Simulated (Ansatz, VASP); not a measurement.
# Si (amorphous Si): VASP beside Ansatz, part 2 of 3

Wanted: the spread between two codes on one cell, functional and k mesh. Of the first pair: The structure shown is the start of the Ansatz relaxation below; VASP solves that cell, so the two are compared at the walk's first step.

VASP 6.6.1 and Ansatz 0.2.0.

So far: The structure; Ansatz: relaxation, PBE.

**3. VASP: single point, PBE, start cell, pair 1**

Level of this step: PBE; plane waves and PAW (Si) (VASP).

The same cell, functional, mesh and smearing now go to VASP, with its own data sets.

Lines of VASP's logs that name or quote its potential files are left out, and so is its time.

Input file INCAR:

```
SYSTEM = Si
PREC = Accurate
ENCUT = 400
EDIFF = 1E-06
NELM = 120
ISMEAR = -1
SIGMA = 0.025
LREAL = Auto
ALGO = Normal
GGA = PE
NBANDS = 200
LORBIT = 11
LWAVE = .FALSE.
LCHARG = .FALSE.
ISIF = 2
LASPH = .TRUE.
GGA_COMPAT = .FALSE.
EFERMI = MIDGAP
NCORE = 2
```

Input file POSCAR:

```
Si
1.0
   11.3607000000      0.0000000000      0.0000000000
    0.0000000000     11.3607000000      0.0000000000
    0.0000000000      0.0000000000     11.3607000000
Si
72
Direct
    0.9197496633      0.3992975785      0.8402299154
    0.1632029716      0.9480489759      0.7962185429
    0.4527625939      0.6741662045      0.8412157702
    0.1523057558      0.9504343922      0.1240680592
    0.0527432289      0.1150105187      0.7471370602
    0.3991919512      0.1678241658      0.2541832810
    0.8011742234      0.2921562932      0.3998873309
    0.2315438309      0.7116903008      0.5464892128
    0.3982060965      0.5914688355      0.5065268865
    0.7227635621      0.6906000511      0.6138442173
    0.3687976973      0.9769028317      0.3421620147
    0.5377573565      0.7445403892      0.5408997685
    0.7751811068      0.8511887472      0.8417086975
    0.3297772144      0.6515003477      0.1603510347
    0.7403505066      0.5616819386      0.4562923059
    0.7162322744      0.9625815311      0.3181142007
    0.8689077258      0.0476291074      0.6705572720
    0.7564058553      0.1137341889      0.8340419164
    0.7402976929      0.6698971014      0.9317119544
    0.5787759557      0.4919591222      0.1907981022
    0.7296205339      0.3131497179      0.8692510145
    0.8897163027      0.5012983355      0.1794079590
    0.6087565027      0.0501289533      0.5812317903
    0.1269111939      0.6234474988      0.6979323457
    0.6553821507      0.7544957617      0.1028193685
    0.2503895006      0.8242801940      0.2537167604
    0.6303308775      0.5899724489      0.7753395477
    0.9332611547      0.1665742428      0.0812625983
    0.0397774785      0.7814043149      0.7917821965
    0.1673224361      0.3597137500      0.5479415881
    0.8526059134      0.8096420115      0.2747982079
    0.4625595254      0.7493288266      0.0322075224
    0.3594496818      0.2132439022      0.9314390839
    0.8980608589      0.5506526887      0.9795523163
    0.0096296883      0.4577886926      0.6550476643
    0.5137359494      0.1575871205      0.0805584163
    0.7360109852      0.6262290176      0.2552307516
    0.2848504053      0.8897779186      0.6424428072
    0.9685670777      0.8517256859      0.0971066924
    0.6388778860      0.3824500251      0.5036485428
    0.2150043571      0.2575281453      0.2111137518
    0.7979789978      0.0985238586      0.4713177885
    0.0710079485      0.1108118338      0.2260688162
    0.0376033167      0.2481977343      0.9160879171
    0.3274974253      0.4450077900      0.6522573433
    0.4696629609      0.3113716584      0.3967801280
    0.0425237881      0.6912426171      0.9804413460
    0.2037726549      0.4132227768      0.3455860994
    0.4307657099      0.2904662565      0.7444963779
    0.9190190745      0.4580263540      0.4684570493
    0.9631800857      0.8556515003      0.4496113796
    0.0432719815      0.5414367072      0.3211773922
    0.4655170896      0.8309699226      0.7121744259
    0.2987932082      0.0527960425      0.5232159990
    0.0027639142      0.0626281831      0.4177559481
    0.8172823858      0.3051220435      0.1880165835
    0.6002535055      0.9719031398      0.7875395002
    0.2052338324      0.3337294357      0.0153335622
    0.2083058262      0.5523515276      0.0146117757
    0.1265767074      0.1579304092      0.5566558399
    0.4508436980      0.1831489257      0.5676762876
    0.8350717825      0.9944369625      0.0004225092
    0.6585421673      0.9755560837      0.1150897392
    0.1142975345      0.7312225479      0.3817018318
    0.6440624257      0.3243198042      0.0705062188
    0.3975107168      0.5047224203      0.3128680451
    0.5475366835      0.9152076897      0.4279401797
    0.2835300642      0.5641993891      0.8193421180
    0.2729321257      0.0105979385      0.9595975600
    0.8808524123      0.8313132113      0.6551620939
    0.4812643587      0.9579691392      0.9734787469
    0.6125326784      0.3909002086      0.7186617022
```

Input file KPOINTS:

```
Automatic mesh
0
Gamma
1 1 1
0 0 0
```

The projector-augmented-wave data sets are Si (PBE family, release 64).

Command:

```
$ mpirun -np 8 vasp_gam
```

Numbers of over 12 decimals in the logs are rounded to 6 here.

The program printed:

```text
[banner, memory and clock lines left out]
running    8 mpi-ranks, on    1 nodes
[...]
LDA part: xc-table for (Slater+PW92), standard interpolation
 POSCAR, INCAR and KPOINTS ok, starting setup
[...]
entering main loop
       N       E                     dE             d eps       ncg     rms          rms(c)
DAV:   1     0.121281993191E+04    0.12128E+04   -0.10688E+05   400   0.103E+03
DAV:   2    -0.223447331927E+03   -0.14363E+04   -0.13298E+04   512   0.191E+02
DAV:   3    -0.373081098517E+03   -0.14963E+03   -0.14514E+03   512   0.557E+01
DAV:   4    -0.377455076499E+03   -0.43740E+01   -0.43310E+01   504   0.114E+01
[...]
DAV:  16    -0.370393790328E+03   -0.42013E-05   -0.62258E-06   448   0.432E-03    0.372E-03
DAV:  17    -0.370393791598E+03   -0.12707E-05   -0.15657E-06   344   0.213E-03    0.157E-03
DAV:  18    -0.370393792176E+03   -0.57742E-06   -0.36483E-07   264   0.108E-03
   1 F= -.37039379E+03 E0= -.37036018E+03  d E =-.672213E-01
```

From OUTCAR (step 3):

```text
 POSITION                                       TOTAL-FORCE (eV/Angst)
 -----------------------------------------------------------------------------------
     10.44900      4.53630      9.54560         0.078844     -0.201024     -0.075775
      1.85410     10.77050      9.04560        -0.230269     -0.325924     -0.137655
      5.14370      7.65900      9.55680         0.150628      0.113023     -0.092554
      1.73030     10.79760      1.40950        -0.249552      0.154730      0.159122
      0.59920      1.30660      8.48800         0.117052     -0.025509      0.033770
      4.53510      1.90660      2.88770         0.363737     -0.281055     -0.230992
      9.10190      3.31910      4.54300         0.136494      0.255874      0.633825
      2.63050      8.08530      6.20850         0.147494     -0.114295      0.037144
      4.52390      6.71950      5.75450         0.311506     -0.297946     -0.057929
      8.21110      7.84570      6.97370        -0.044195      0.215376      0.255737
      4.18980     11.09830      3.88720        -0.037100      0.251686      0.185626
      6.10930      8.45850      6.14500         0.165549     -0.013857      0.267733
      8.80660      9.67010      9.56240        -0.424005      0.631024      0.252421
      3.74650      7.40150      1.82170         0.013872      0.023827      0.175525
[...]
-----------------------------------------------------------------------------------
    total drift:                               -0.000405     -0.001863      0.004766

  FREE ENERGIE OF THE ION-ELECTRON SYSTEM (eV)
  ---------------------------------------------------
  free  energy   TOTEN  =      -370.3937921759 eV

  energy  without entropy=     -370.3265708589  energy(sigma->0) =     -370.36018152
```

The gap is under twice the smearing width, so the edge states are partly filled and the run can't tell a small gap from a semimetal.

**4. Side by side**

Known differences besides the potentials themselves: the cutoff is 420 eV in Ansatz and 400 eV in VASP (PREC = Accurate, projectors in real space). Total energies have different zeros and are not compared.

Forces on 9 of the 72 atoms, those with the largest forces and the largest differences (eV/Å; atoms numbered as in POSCAR):

```
atom          Ansatz x, y, z            VASP x, y, z
 Si7     0.136, 0.255, 0.633     0.136, 0.256, 0.634
Si13    -0.424, 0.634, 0.250    -0.424, 0.631, 0.252
Si18  -0.184, -0.822, -0.056  -0.184, -0.821, -0.058
Si45    0.413, -0.445, 0.188    0.411, -0.444, 0.191
Si46    -0.128, 0.248, 0.301    -0.127, 0.244, 0.306
Si47    -0.149, 0.082, 0.107    -0.157, 0.081, 0.105
Si57    0.296, -0.116, 0.536    0.294, -0.122, 0.533
Si66   -0.795, -0.101, 0.314   -0.797, -0.099, 0.316
Si68  -0.533, -0.006, -0.336  -0.531, -0.003, -0.340
```

The forces differ by 2.2 meV/Å r.m.s., which is 0.9 % of the r.m.s. force of 0.240 eV/Å (both taken over all components).

**5. Ansatz: relaxation, PBE**

This run makes the geometry at which the two programs are then compared. The cell compared in this pair holds 1475.36 Å³, against 1466.27 Å³ for the pair before.

The structure compared here is the end of the Ansatz relaxation.

Input file input.yaml:

```yaml
crystal:
  lattice:
    - [11.3607, 0.0, 0.0]
    - [0.0, 11.3607, 0.0]
    - [0.0, 0.0, 11.3607]
  atoms:
    - { symbol: Si, position: [0.91975, 0.3993, 0.84023] }
    - { symbol: Si, position: [0.1632, 0.94805, 0.79622] }
    - { symbol: Si, position: [0.45276, 0.67417, 0.84122] }
    - { symbol: Si, position: [0.15231, 0.95043, 0.12407] }
    - { symbol: Si, position: [0.05274, 0.11501, 0.74714] }
    - { symbol: Si, position: [0.39919, 0.16782, 0.25418] }
    - { symbol: Si, position: [0.80117, 0.29216, 0.39989] }
    - { symbol: Si, position: [0.23154, 0.71169, 0.54649] }
    - { symbol: Si, position: [0.39821, 0.59147, 0.50653] }
    - { symbol: Si, position: [0.72276, 0.6906, 0.61384] }
    - { symbol: Si, position: [0.3688, 0.9769, 0.34216] }
    - { symbol: Si, position: [0.53776, 0.74454, 0.5409] }
    - { symbol: Si, position: [0.77518, 0.85119, 0.84171] }
    - { symbol: Si, position: [0.32978, 0.6515, 0.16035] }
    - { symbol: Si, position: [0.74035, 0.56168, 0.45629] }
    - { symbol: Si, position: [0.71623, 0.96258, 0.31811] }
    - { symbol: Si, position: [0.86891, 0.04763, 0.67056] }
    - { symbol: Si, position: [0.75641, 0.11373, 0.83404] }
    - { symbol: Si, position: [0.7403, 0.6699, 0.93171] }
    - { symbol: Si, position: [0.57878, 0.49196, 0.1908] }
    - { symbol: Si, position: [0.72962, 0.31315, 0.86925] }
    - { symbol: Si, position: [0.88972, 0.5013, 0.17941] }
    - { symbol: Si, position: [0.60876, 0.05013, 0.58123] }
    - { symbol: Si, position: [0.12691, 0.62345, 0.69793] }
    - { symbol: Si, position: [0.65538, 0.7545, 0.10282] }
    - { symbol: Si, position: [0.25039, 0.82428, 0.25372] }
    - { symbol: Si, position: [0.63033, 0.58997, 0.77534] }
    - { symbol: Si, position: [0.93326, 0.16657, 0.08126] }
    - { symbol: Si, position: [0.03978, 0.7814, 0.79178] }
    - { symbol: Si, position: [0.16732, 0.35971, 0.54794] }
    - { symbol: Si, position: [0.85261, 0.80964, 0.2748] }
    - { symbol: Si, position: [0.46256, 0.74933, 0.03221] }
    - { symbol: Si, position: [0.35945, 0.21324, 0.93144] }
    - { symbol: Si, position: [0.89806, 0.55065, 0.97955] }
    - { symbol: Si, position: [0.00963, 0.45779, 0.65505] }
    - { symbol: Si, position: [0.51374, 0.15759, 0.08056] }
    - { symbol: Si, position: [0.73601, 0.62623, 0.25523] }
    - { symbol: Si, position: [0.28485, 0.88978, 0.64244] }
    - { symbol: Si, position: [0.96857, 0.85173, 0.09711] }
    - { symbol: Si, position: [0.63888, 0.38245, 0.50365] }
    - { symbol: Si, position: [0.215, 0.25753, 0.21111] }
    - { symbol: Si, position: [0.79798, 0.09852, 0.47132] }
    - { symbol: Si, position: [0.07101, 0.11081, 0.22607] }
    - { symbol: Si, position: [0.0376, 0.2482, 0.91609] }
    - { symbol: Si, position: [0.3275, 0.44501, 0.65226] }
    - { symbol: Si, position: [0.46966, 0.31137, 0.39678] }
    - { symbol: Si, position: [0.04252, 0.69124, 0.98044] }
    - { symbol: Si, position: [0.20377, 0.41322, 0.34559] }
    - { symbol: Si, position: [0.43077, 0.29047, 0.7445] }
    - { symbol: Si, position: [0.91902, 0.45803, 0.46846] }
    - { symbol: Si, position: [0.96318, 0.85565, 0.44961] }
    - { symbol: Si, position: [0.04327, 0.54144, 0.32118] }
    - { symbol: Si, position: [0.46552, 0.83097, 0.71217] }
    - { symbol: Si, position: [0.29879, 0.0528, 0.52322] }
    - { symbol: Si, position: [0.00276, 0.06263, 0.41776] }
    - { symbol: Si, position: [0.81728, 0.30512, 0.18802] }
    - { symbol: Si, position: [0.60025, 0.9719, 0.78754] }
    - { symbol: Si, position: [0.20523, 0.33373, 0.01533] }
    - { symbol: Si, position: [0.20831, 0.55235, 0.01461] }
    - { symbol: Si, position: [0.12658, 0.15793, 0.55666] }
    - { symbol: Si, position: [0.45084, 0.18315, 0.56768] }
    - { symbol: Si, position: [0.83507, 0.99444, 0.00042] }
    - { symbol: Si, position: [0.65854, 0.97556, 0.11509] }
    - { symbol: Si, position: [0.1143, 0.73122, 0.3817] }
    - { symbol: Si, position: [0.64406, 0.32432, 0.07051] }
    - { symbol: Si, position: [0.39751, 0.50472, 0.31287] }
    - { symbol: Si, position: [0.54754, 0.91521, 0.42794] }
    - { symbol: Si, position: [0.28353, 0.5642, 0.81934] }
    - { symbol: Si, position: [0.27293, 0.0106, 0.9596] }
    - { symbol: Si, position: [0.88085, 0.83131, 0.65516] }
    - { symbol: Si, position: [0.48126, 0.95797, 0.97348] }
    - { symbol: Si, position: [0.61253, 0.3909, 0.71866] }
kpoints:
  mp_grid: { grid: [1, 1, 1] }
hamiltonian:
  xc: pbe
scf:
  occupations: { method: fermi_dirac, width: 0.025 }
output:
  forces: true
relax:
  f_tol: 0.04
  max_steps: 250
  cell: {}
```

Command:

```
$ ansatz run input.yaml --threads 4 --pin off --max-ram 8192MiB --backend cpu --events-out ev --progress --plain --runs-dir out
```

The program printed:

```text
[...]
Crystal: 72 atoms, lattice volume = 1466.274 Å³
Basis set: ecut = 420 eV, 28545 PW (Γ), exchange–correlation on 160×160×160 points (8 copies of the dense FFT grid, shifted against one another)
Bands: 216, of which v1, the nominal top of the filled ones, is band 144 counted from 1 (143 counted from 0)
Symmetry: 1 space group operations
[...]
k-points: 1
[...]
- { symbol: Si, position: [0.447761, 0.689954, 0.840244] }
    - { symbol: Si, position: [0.154007, 0.953381, 0.118019] }
    - { symbol: Si, position: [0.052948, 0.104797, 0.746971] }
    - { symbol: Si, position: [0.390889, 0.175744, 0.242553] }
    - { symbol: Si, position: [0.803359, 0.289271, 0.405295] }
    - { symbol: Si, position: [0.242076, 0.713353, 0.539011] }
[...]
- { symbol: Si, position: [0.285172, 0.010699, 0.958885] }
    - { symbol: Si, position: [0.879734, 0.826912, 0.661422] }
    - { symbol: Si, position: [0.502289, 0.968236, 1.032504] }
    - { symbol: Si, position: [0.609160, 0.396709, 0.715069] }
[key lines of the parts left out:]
P = ⅓ Tr σ = 0.0144 GPa (0.144 kbar)
```

[end of part 2 of 3]

[Lines on the potential files, build, host, timing and source positions are cut from VASP's logs without a mark.]

[Logs are printed without paths, hosts, clocks, repeated set-up lines and the standing remarks that a program may print on its own settings, such as how far it seeks lower states.]

[Hosts, paths, dates, database ids (printed as entryN), source tags and the programs' standing remarks are cut or masked in the printed files.]
